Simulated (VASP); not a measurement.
Data:

```
CdS
1.0
    2.07000    -3.58534     0.00000
    2.07000     3.58534     0.00000
    0.00000     0.00000     6.72000
Cd S
2 2
Cartesian
  2.07000  -1.19512   3.36000
  2.07000   1.19512   0.00000
  2.07000  -1.19512   5.89344
  2.07000   1.19512   2.53344
```

The numbers are results of PBE GGA, VASP's PBE PAW potentials (set 64) (plane waves; VASP), not measurements. Settings: 400 eV cut-off, 7×7×4 Γ-centred mesh, first-order Methfessel-Paxton smearing of 0.30 eV, potentials Cd S.

Q: Give the stress tensor in GPa (positive for a compressed cell).

A: 
```
2.41  0.00  0.00
0.00  2.41  0.00
0.00  0.00  2.58
```
The pressure is its mean diagonal, 2.46 GPa.

The compound is CdS in the wurtzite structure. The cell was not relaxed at this level. The run is one of a series of settings (ISMEAR = 1, SIGMA = 0.3 against the base run), some of them coarse on purpose.
